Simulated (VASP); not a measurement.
The input files of a VASP run:

POSCAR:
```
PtSe2
1.0
  1.7888551298  -3.0983928896   0.0000000000
  1.7888551298   3.0983928896   0.0000000000
  0.0000000000   0.0000000000   4.0580748377
Pt Se
1 2
Cart
  0.0000000000   0.0000000000   0.0000000000
  1.7888551298   1.0327996955   1.2120262851
  1.7888551298  -1.0327996955   2.8460485526
```

KPOINTS:
```
Regular mesh
0
gamma
 10 10 8
0 0 0
```

### INCAR
```
ALGO = Normal
EDIFF = 1E-6
EDIFFG = -0.02
ENCUT = 500
GGA = PS
IBRION = 2
ISIF = 3
ISMEAR = 1
LASPH = .TRUE.
LCHARG = .FALSE.
LMAXMIX = 6
LREAL = .FALSE.
LWAVE = .FALSE.
NELM = 100
NSW = 40
PREC = Accurate
PSTRESS = 450
SIGMA = 0.1
SYSTEM = PtSe2
```

POTCAR, in this order: Pt Se (PBE.64 set). Program: vasp_std.

Task: Write an equivalent input for Ansatz.

Result: One equivalent input (not run):
Ansatz 0.2 input:
```yaml
crystal:
  lattice:
    - [1.7888551, -3.0983929, 0.0000000]
    - [1.7888551, 3.0983929, 0.0000000]
    - [0.0000000, 0.0000000, 4.0580748]
  atoms:
    - { symbol: Pt, position: [0.0000000, 0.0000000, 0.0000000] }
    - { symbol: Se, position: [0.3333330, 0.6666670, 0.2986703] }
    - { symbol: Se, position: [0.6666670, 0.3333330, 0.7013297] }
kpoints:
  mp_grid: { grid: [10, 10, 8] }
hamiltonian:
  xc: pbesol
  pseudopotentials: { kind: paw }
scf:
  occupations: { method: methfessel_paxton, width: 0.1 }
  max_iter: 100
relax:
  max_steps: 40
  f_tol: 0.02
  cell: { p_target: 45 }
output: { forces: true, stress: true, eigenvalues: true }
```
What does not carry over: each code has its own PAW files, so the cut-off isn't converted (ENCUT is set for VASP's; basis.ecutwfc is left out, and Ansatz then takes the one that its files recommend); Ansatz stops its SCF on the density residual and VASP on the energy change (EDIFF).

The compound is PtSe2 in the 1T layered structure. It was relaxed first under an external pressure of 45 GPa.
